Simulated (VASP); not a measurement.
Input:

```
CELL_PARAMETERS angstrom
      0.00000     1.99918     1.99918
      1.99918     0.00000     1.99918
      1.99918     1.99918     0.00000
ATOMIC_POSITIONS crystal
  Li 0.00000 0.00000 0.00000
  H  0.50000 0.50000 0.50000
```

Calculation: PBE GGA, VASP's PBE PAW potentials (set 64) (plane waves; VASP). Numerical set-up: PREC = Normal, EDIFF = 1E-5, 450 eV cut-off, 13×13×13 Γ-centred mesh, Gaussian smearing of 0.050 eV, potentials Li_sv H.

At this cut-off the stress carries a Pulay error, which pulls relaxed volumes low.

Q: Predict the energy per atom (σ→0), pressure.

A: 
| Property | Result |
|---|---|
| energy per atom (σ→0) | -3.065 eV/atom |
| pressure | -1.10 GPa |

Only differences to runs with the same potentials and settings are physical.

The compound is LiH in the rock salt structure. It was relaxed first, which changed the volume by -6 %.
